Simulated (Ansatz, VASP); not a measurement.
# Cross-check of Pt3Pb between VASP and Ansatz, part 2 of 3

One calculation is typed for both programs; each brings its own data sets. How far apart do they land? Of the first pair: The structure shown is the end of the VASP relaxation below. Valence electrons are named where the data sets of a main pair hold unlike numbers.

VASP 6.6.1 and Ansatz 0.2.0.

So far: Starting point; VASP: relaxation, r2SCAN with rVV10.

## Step 3: Ansatz: single point, r2SCAN with rVV10

Level of this step: Ansatz beside VASP: Kohn-Sham DFT, plane waves, r2SCAN with rVV10 (Ansatz).

Ansatz runs on its default PAW (the set named soft_2) files.

The same cell, functional, mesh and smearing now go to Ansatz, which takes its cutoff from its data sets.

input.yaml reads:

```yaml
crystal:
  lattice:
    - [4.058, 0.0, 0.0]
    - [0.0, 4.058, 0.0]
    - [0.0, 0.0, 25.145]
  atoms:
    - { symbol: Pt, position: [0.0, 0.5, 0.29827003] }
    - { symbol: Pt, position: [0.5, 0.0, 0.29827003] }
    - { symbol: Pt, position: [0.5, 0.5, 0.37896202] }
    - { symbol: Pt, position: [0.0, 0.5, 0.45965401] }
    - { symbol: Pt, position: [0.5, 0.0, 0.45965401] }
    - { symbol: Pt, position: [0.5, 0.5, 0.54062468] }
    - { symbol: Pt, position: [0.0, 0.5, 0.62336455] }
    - { symbol: Pt, position: [0.5, 0.0, 0.62336455] }
    - { symbol: Pt, position: [0.5, 0.5, 0.69702289] }
    - { symbol: Pb, position: [0.0, 0.0, 0.37896202] }
    - { symbol: Pb, position: [0.0, 0.0, 0.54301298] }
    - { symbol: Pb, position: [0.0, 0.0, 0.71806804] }
hamiltonian:
  xc: r2scan
  pseudopotentials: { kind: paw }
  dispersion: rvv10
kpoints:
  mp_grid: { grid: [5, 5, 1] }
scf:
  occupations: { method: gaussian, width: 0.1 }
  n_extra_bands: 7
efield:
  axis: 3
  dipole_correction: true
  ramp_width: 0.04
output:
  forces: true
  eigenvalues: true
```

On the command line:

```
$ ansatz run input.yaml --threads 4 --pin off --max-ram 9216MiB --backend cpu --events-out ev --progress --plain --runs-dir out
```

Numbers of over 12 decimals in the logs are rounded to 6 here.

What it wrote:

```text
scf.n_extra_bands = 7 over 102 filled bands (N_el = 204.0): the run solves 109 bands
Engine: ansatz 0.2.0, aarch64-unknown-linux-gnu
Pseudopotentials: kind: paw
Pseudopotential: Pt, paw, valence charge 18, recommended cutoff 500 eV (meta_gga), Pt.paw.azcp
Pseudopotential: Pb, paw, valence charge 14, recommended cutoff 500 eV (meta_gga), Pb.paw.azcp
Functional definition: r2SCAN+rVV10
  parameter k0 = 0.174
  parameter k1 = 0.065
  parameter a1 = 4.9479
  exchange = r2scan_x(k0 = k0, k1 = k1, a1 = a1)
  correlation = r2scan_c + rvv10(11.95, 0.0093)
Crystal: 12 atoms, lattice volume = 414.072 Å³
Basis set: ecut = 500 eV, 10627 PW (Γ), exchange–correlation on 144×144×864 points (64 copies of the dense FFT grid, shifted against one another)
Bands: 109, of which v1, the nominal top of the filled ones, is band 102 counted from 1 (101 counted from 0)
Symmetry: 8 space group operations
Space group: P4mm (ITA 99), of the structure as read, at distance tolerance 7.5e-5 Å
k-points: 6 of 25
Non-local potential: Pt, projectors of the file, l = 0: 3, l = 1: 2, l = 2: 2, l = 3: 1
Non-local potential: Pb, projectors of the file, l = 0: 2, l = 1: 2, l = 2: 2, l = 3: 2
PAW form: soft (Blöchl's): semilocal exchange-correlation on the pseudo side does not see the compensation charge
rVV10 density: all electrons in the spheres
PAW frozen core: Pt, regenerated for the run's functional (the file was generated under x = pbe(κ = 0.804, μ = 0.219515), c = pbe(β = 0.066725))
PAW frozen core: Pb, regenerated for the run's functional (the file was generated under x = pbe(κ = 0.804, μ = 0.219515), c = pbe(β = 0.066725))
PAW one-centre angular grid: Pt, 590 points (default); XC on 160 Gauss nodes
PAW one-centre angular grid: Pb, 590 points (default); XC on 160 Gauss nodes
Initial density: superposition of atomic densities (neutral atoms: chi_scale 0, normalization atom), corrected by the library's trained network
Initial wavefunctions: pseudopotential atomic-orbital guess
Functional: x = r2scan, c = r2scan + rvv10(b = 11.95, C = 0.0093); τ floored in thin density (d = 2e-4 eV/Å³)
SCF iter   1: F=—  HF=-148555.371771 eV  |F-HF|=—  |Δ(HF+E_count)|=         —  Δρ=1.42e-2  dr2=9.31e0  dr2_τ=1.39e-1  ethr=1.77e-3  p=0.072 e·Å  D=3.16e-2 V/Å  ΔV_dip=-0.80 eV  dr2_dipole=6.94e0  V_vac-E_F(+/−)=4.54/5.34 eV  ⟨swp⟩=7.0  Hψ=2918  notcnv=0
efield: sawtooth ramp at fractional position 0.9882 (placed from the atoms, in the widest stretch of the axis that holds none; the zero of the levels goes with the place), width 0.0400; the density the first Hamiltonian is built on has a dipole p = 0.072 e·Å; the dipole correction subtracts the counter field D = 3.16e-2 V/Å, which shifts the + side's vacuum level by -0.80 eV against the − side's; the planar-averaged density in the ramp window peaks in size at 3.2e-5 e/Å³
preconditioner: auto → LDOS  [metal: Δε(μ)=0.014 eV  Ē_g=8.097 eV  σ=0.100 eV  W_gap=0.08  n_scr=114 (ndim 8)  ℏωp=21.0 eV  f_vac=0.457  D(μ)=8.14/eV (n_scr^D=50)  β→1.0]
SCF iter   2: F=—  HF=-148555.354524 eV  |F-HF|=—  |Δ(HF+E_count)|=   1.72e-2  Δρ=1.04e-2  dr2=5.26e-1  dr2_τ=1.28e-1  ethr=1.77e-3  p=0.126 e·Å  D=5.50e-2 V/Å  ΔV_dip=-1.38 eV  dr2_dipole=5.88e-3  V_vac-E_F(+/−)=4.19/5.57 eV  ⟨swp⟩=2.0  Hψ=1086  notcnv=0  defer=7
SCF iter   3: F=—  HF=-148555.248580 eV  |F-HF|=—  |Δ(HF+E_count)|=   1.06e-1  Δρ=2.56e-3  dr2=9.22e-2  dr2_τ=1.80e-2  ethr=2.58e-4  p=0.126 e·Å  D=5.50e-2 V/Å  ΔV_dip=-1.38 eV  dr2_dipole=1.84e-3  V_vac-E_F(+/−)=4.22/5.60 eV  ⟨swp⟩=2.3  Hψ=1161  notcnv=0  defer=7
SCF iter   4: F=—  HF=-148555.238378 eV  |F-HF|=—  |Δ(HF+E_count)|=   1.02e-2  Δρ=9.99e-4  dr2=8.52e-3  dr2_τ=3.10e-4  ethr=4.52e-5  p=0.131 e·Å  D=5.74e-2 V/Å  ΔV_dip=-1.44 eV  dr2_dipole=4.31e-5  V_vac-E_F(+/−)=4.22/5.66 eV  ⟨swp⟩=2.2  Hψ=1092  notcnv=0  defer=7
SCF iter   5: F=—  HF=-148555.237895 eV  |F-HF|=—  |Δ(HF+E_count)|=   4.83e-4  Δρ=5.10e-4  dr2=4.36e-3  dr2_τ=7.73e-5  ethr=4.18e-6  p=0.130 e·Å  D=5.69e-2 V/Å  ΔV_dip=-1.43 eV  dr2_dipole=7.41e-5  V_vac-E_F(+/−)=4.22/5.65 eV  ⟨swp⟩=2.8  Hψ=1082  notcnv=0  defer=7
SCF iter   6: F=—  HF=-148555.237919 eV  |F-HF|=—  |Δ(HF+E_count)|=   2.42e-5  Δρ=2.65e-4  dr2=1.41e-3  dr2_τ=1.57e-5  ethr=2.14e-6  p=0.131 e·Å  D=5.71e-2 V/Å  ΔV_dip=-1.44 eV  dr2_dipole=4.86e-5  V_vac-E_F(+/−)=4.22/5.65 eV  ⟨swp⟩=1.7  Hψ=734  notcnv=0  defer=7
SCF iter   7: F=—  HF=-148555.237948 eV  |F-HF|=—  |Δ(HF+E_count)|=   2.90e-5  Δρ=9.63e-5  dr2=1.49e-4  dr2_τ=1.66e-6  ethr=6.89e-7  p=0.131 e·Å  D=5.72e-2 V/Å  ΔV_dip=-1.44 eV  dr2_dipole=1.69e-5  V_vac-E_F(+/−)=4.22/5.66 eV  ⟨swp⟩=2.0  Hψ=749  notcnv=0  defer=7
SCF iter   8: F=—  HF=-148555.237929 eV  |F-HF|=—  |Δ(HF+E_count)|=   1.93e-5  Δρ=4.35e-5  dr2=1.49e-5  dr2_τ=9.45e-7  ethr=7.30e-8  p=0.131 e·Å  D=5.71e-2 V/Å  ΔV_dip=-1.44 eV  dr2_dipole=1.20e-6  V_vac-E_F(+/−)=4.23/5.66 eV  ⟨swp⟩=2.0  Hψ=1019  notcnv=0  defer=7
SCF iter   9: F=—  HF=-148555.238176 eV  |F-HF|=—  |Δ(HF+E_count)|=   2.47e-4  Δρ=1.68e-5  dr2=2.77e-6  dr2_τ=1.24e-7  ethr=7.32e-9  p=0.131 e·Å  D=5.71e-2 V/Å  ΔV_dip=-1.44 eV  dr2_dipole=6.77e-7  V_vac-E_F(+/−)=4.23/5.66 eV  ⟨swp⟩=2.0  Hψ=1020  notcnv=0  defer=7
SCF iter  10: F=—  HF=-148555.238176 eV  |F-HF|=—  |Δ(HF+E_count)|=   4.00e-8  Δρ=9.43e-6  dr2=7.96e-7  dr2_τ=3.11e-8  ethr=1.36e-9  p=0.131 e·Å  D=5.71e-2 V/Å  ΔV_dip=-1.43 eV  dr2_dipole=9.53e-8  V_vac-E_F(+/−)=4.23/5.66 eV  ⟨swp⟩=2.0  Hψ=1044  notcnv=0  defer=7
SCF iter  11: F=—  HF=-148555.238176 eV  |F-HF|=—  |Δ(HF+E_count)|=   4.09e-8  Δρ=5.07e-6  dr2=2.69e-7  dr2_τ=9.62e-9  ethr=3.90e-10  p=0.131 e·Å  D=5.71e-2 V/Å  ΔV_dip=-1.43 eV  dr2_dipole=1.59e-8  V_vac-E_F(+/−)=4.23/5.66 eV  ⟨swp⟩=2.8  Hψ=1174  notcnv=0  defer=7
SCF iter  12: F=-148555.238176 eV  HF=-148555.238176 eV  |F-HF|=4.37e-8  |Δ(HF+E_count)|=   2.00e-8  Δρ=2.09e-6  dr2=6.49e-8  dr2_τ=8.61e-10  ethr=4.90e-11  p=0.131 e·Å  D=5.70e-2 V/Å  ΔV_dip=-1.43 eV  dr2_dipole=2.83e-9  V_vac-E_F(+/−)=4.23/5.66 eV  ⟨swp⟩=11.0  Hψ=3360  notcnv=0
SCF 1 converged in 12 iterations: F = -148555.238176 eV  dr2 = 6.49e-8
  greatest PAW one-centre occupation: 1.000 electrons in one spin orbital (limit 2), on the Pt atom at site 6 (counted from 0), in its partial waves of l = 0
SCF converged after 12 iterations
Free energy (F): -148555.238176 eV
Harris-Foulkes:  -148555.238176 eV  (|F-HF|=4.37e-8)
Internal energy: -148555.191896 eV  (E = F + TS)
E sigma→0 (E₀):  -148555.215036 eV
Entropy (-TS):   -0.046280 eV (-3.857 meV/atom)
Fermi energy:    7.518268 eV
Dipole field:    D = 0.056998 V/Å  (p = 0.130429 e·Å, saw-weighted, corrected)
Work function:   Φ+ = 4.2276 eV   Φ− = 5.6608 eV
Levels:          The Fermi level and band energies are counted from a zero that moves with the ramp; work functions are not
--- Per-component energies (eV) ---
  E_band       = -4050.383510
  E_kinetic    = 6621.340448
  E_local      = -270833.202038  (includes V_loc(G=0)·N_el)
  E_nonlocal   = 2882.814470
  E_hartree    = 132126.615953
  E_xc         = -2831.116484
  E_vxc        = -3461.395602  (∫ρ·V_xc dr)
  E_paw        = -116641.503583  (= ΣΔE_a)
  E_vpaw       = -3742.568852  (= ΣTr[D̂ρ^β])
  E_aug_tail   = 0.001118  (compensation charges beyond the density's cutoff)
  E_vtau       = 226.612362  (kinetic-family band-sum trace: ∫τ·v_τ [+ j·A + Jᵃ·Aᵃ] dr)
  E_efield     = 0.003717  (sawtooth field / dipole correction)
  E_vefield    = 2.702615  (∫n·V_field dr)
  E_ewald      = 100119.041446
  E_core_change = 0.813057  (= ΣΔE_core)
  E_smearing   = -0.046280  (= −TS)
  E_closure    = 0.000000  (closes the sum)
  Σ components = -148555.238176   (vs F -148555.238176, Δ=0.00e0)
--- Forces (eV/Å), atoms counted from 1 ---
  atom   1  Pt     0.00000000    -0.00000000     0.50087706
  atom   2  Pt     0.00000000     0.00000000     0.50087706
  atom   3  Pt    -0.00000000     0.00000000    -0.20411576
  atom   4  Pt     0.00000000     0.00000000     0.07756648
  atom   5  Pt     0.00000000     0.00000000     0.07756648
  atom   6  Pt    -0.00000000    -0.00000000    -0.02328044
  atom   7  Pt    -0.00000000     0.00000000     0.01653225
  atom   8  Pt     0.00000000    -0.00000000     0.01653225
  atom   9  Pt    -0.00000000    -0.00000000    -0.08626456
  atom  10  Pb    -0.00000000    -0.00000000    -0.85381489
  atom  11  Pb    -0.00000000     0.00000000    -0.01699960
  atom  12  Pb    -0.00000000    -0.00000000    -0.00546921
  max |Σ_I F_I| component: 7.12e-6 eV/Å
--- Band table (eV; the first three rows and the last of 6) ---
  k-point 0: bands = [... 98 lower, 7.3488, 7.7599, 7.8036, 7.9260, 7.9490, 7.9490, 8.5194, 9.3392, ... 3 higher]
  k-point 1: bands = [... 98 lower, 7.0456, 7.0834, 7.2754, 7.4379, 7.7167, 8.3583, 8.5318, 9.2581, ... 3 higher]
  k-point 2: bands = [... 98 lower, 6.4204, 6.6315, 6.8731, 7.0428, 7.5391, 8.2310, 8.4604, 8.8658, ... 3 higher]
  k-point 5: bands = [... 98 lower, 6.6636, 7.1008, 7.1214, 7.3218, 7.5213, 7.7445, 7.9452, 8.2457, ... 3 higher]
```

Wall time 28 s (4 threads of Arm Neoverse V2, shared host); peak memory 2.3 GiB.

## Step 4: Differences

Known differences besides the potentials themselves: VASP keeps PBE cores, Ansatz makes them for the functional; the data sets hold 204 valence electrons in Ansatz (on its default PAW (the set named soft_2) files) and 102 in VASP; the cutoff is 500 eV in Ansatz and 300 eV in VASP (PREC = Normal). Total energies have different zeros and are not compared.

Forces on 7 of the 12 atoms, those with the largest forces and the largest differences (eV/Å; atoms numbered as in POSCAR):

| atom | Ansatz x, y, z | VASP x, y, z |
| --- | --- | --- |
| Pt1 | 0.000, 0.000, 0.501 | 0.000, 0.000, 0.472 |
| Pt2 | 0.000, 0.000, 0.501 | 0.000, 0.000, 0.472 |
| Pt3 | 0.000, 0.000, -0.204 | 0.000, 0.000, -0.219 |
| Pt4 | 0.000, 0.000, 0.078 | 0.000, 0.000, 0.075 |
| Pt5 | 0.000, 0.000, 0.078 | 0.000, 0.000, 0.075 |
| Pt9 | 0.000, 0.000, -0.086 | 0.000, 0.000, 0.009 |
| Pb10 | 0.000, 0.000, -0.854 | 0.000, 0.000, -0.880 |

The forces differ by 19 meV/Å r.m.s., which is 9.9 % of the r.m.s. force of 0.189 eV/Å (both taken over all components, held atoms included). With vacuum in the cell, a pressure given here is an average over mostly empty space and none of the material.

## Step 5: Other set-ups

Further runs change the set-up of one program: Ansatz's method, potentials or start, or VASP's data sets, cutoff or form of LDA. The table gives that difference for each run.

| run | r.m.s. force difference (meV/Å) |
| --- | --- |
| as above | 19 |
| cores kept as stored | 19 |
| Ansatz's larger PAW set (cutoff 900 eV) | 17 |

## Step 6: Ansatz: band structure, r2SCAN with rVV10

With cell and atoms fixed, the geometry can't cause a difference; cores, projectors, grids and the points listed under the comparison can.

input.yaml reads:

```yaml
crystal:
  lattice:
    - [4.058, 0.0, 0.0]
    - [0.0, 4.058, 0.0]
    - [0.0, 0.0, 25.145]
  atoms:
    - { symbol: Pt, position: [0.0, 0.5, 0.29827003] }
    - { symbol: Pt, position: [0.5, 0.0, 0.29827003] }
    - { symbol: Pt, position: [0.5, 0.5, 0.37896202] }
    - { symbol: Pt, position: [0.0, 0.5, 0.45965401] }
    - { symbol: Pt, position: [0.5, 0.0, 0.45965401] }
    - { symbol: Pt, position: [0.5, 0.5, 0.5406246797] }
    - { symbol: Pt, position: [0.0, 0.5, 0.6233645516] }
    - { symbol: Pt, position: [0.5, 0.0, 0.6233645516] }
    - { symbol: Pt, position: [0.5, 0.5, 0.6970228859] }
    - { symbol: Pb, position: [0.0, 0.0, 0.37896202] }
    - { symbol: Pb, position: [0.0, 0.0, 0.5430129828] }
    - { symbol: Pb, position: [0.0, 0.0, 0.7180680433] }
hamiltonian:
  xc: r2scan
  pseudopotentials: { kind: paw }
  dispersion: rvv10
kpoints:
  mp_grid: { grid: [5, 5, 1] }
  band_path:
    path:
      - [0.5, 0.5, 0.0]
      - [0.46154, 0.46154, 0.0]
      - [0.42308, 0.42308, 0.0]
      - [0.34615, 0.34615, 0.0]
      - [0.30769, 0.30769, 0.0]
      - [0.23077, 0.23077, 0.0]
      - [0.19231, 0.19231, 0.0]
      - [0.15385, 0.15385, 0.0]
      - [0.07692, 0.07692, 0.0]
      - [0.03846, 0.03846, 0.0]
      - [0.0, 0.0, 0.0]
      - [0.0, 0.03846, 0.0]
      - [0.0, 0.07692, 0.0]
      - [0.0, 0.15385, 0.0]
      - [0.0, 0.19231, 0.0]
      - [0.0, 0.26923, 0.0]
      - [0.0, 0.30769, 0.0]
      - [0.0, 0.38462, 0.0]
      - [0.0, 0.42308, 0.0]
      - [0.0, 0.46154, 0.0]
      - [0.0, 0.5, 0.0]
      - [0.03846, 0.5, 0.0]
      - [0.11538, 0.5, 0.0]
      - [0.15385, 0.5, 0.0]
      - [0.19231, 0.5, 0.0]
      - [0.26923, 0.5, 0.0]
      - [0.30769, 0.5, 0.0]
      - [0.38462, 0.5, 0.0]
      - [0.42308, 0.5, 0.0]
      - [0.5, 0.5, 0.0]
    npoints: 1
scf:
  occupations: { method: gaussian, width: 0.1 }
  n_extra_bands: 12
efield:
  axis: 3
  dipole_correction: true
  ramp_width: 0.04
output:
  forces: true
  eigenvalues: true
```

What it wrote:

```text
[...]
Crystal: 12 atoms, lattice volume = 414.072 Å³
Basis set: ecut = 500 eV, 10627 PW (Γ), exchange–correlation on 144×144×864 points (64 copies of the dense FFT grid, shifted against one another)
Bands: 114, of which v1, the nominal top of the filled ones, is band 102 counted from 1 (101 counted from 0)
Symmetry: 8 space group operations
[...]
k-point 0: bands = [... 98 lower, 7.3488, 7.7599, 7.8036, 7.9260, 7.9490, 7.9490, 8.5194, 9.3392, ... 8 higher]
  k-point 1: bands = [... 98 lower, 7.0456, 7.0834, 7.2754, 7.4379, 7.7167, 8.3583, 8.5318, 9.2581, ... 8 higher]
  k-point 2: bands = [... 98 lower, 6.4204, 6.6315, 6.8731, 7.0428, 7.5391, 8.2310, 8.4604, 8.8658, ... 8 higher]
  k-point 5: bands = [... 98 lower, 6.6636, 7.1008, 7.1214, 7.3217, 7.5213, 7.7445, 7.9452, 8.2457, ... 8 higher]
[key lines of the parts left out:]
SCF converged after 12 iterations
Free energy (F): -148555.238176 eV
Fermi energy:    7.518265 eV
Dipole field:    D = 0.056981 V/Å  (p = 0.130390 e·Å, saw-weighted, corrected)
Work function:   Φ+ = 4.2278 eV   Φ− = 5.6606 eV
```

Run time: 64 s. Hardware: 4 threads; peak memory 2.8 GiB; 4.2 min of CPU time.

(Part 2 of 3 ends here.)

[Lines on the potential files, build, host, timing and source positions are cut from VASP's logs without a mark.]

[Logs are printed without paths, hosts, clocks, repeated set-up lines and the standing remarks that a program may print on its own settings, such as how far it seeks lower states.]

[Hosts, paths, dates, database ids (printed as entryN), source tags and the programs' standing remarks are cut or masked in the printed files.]
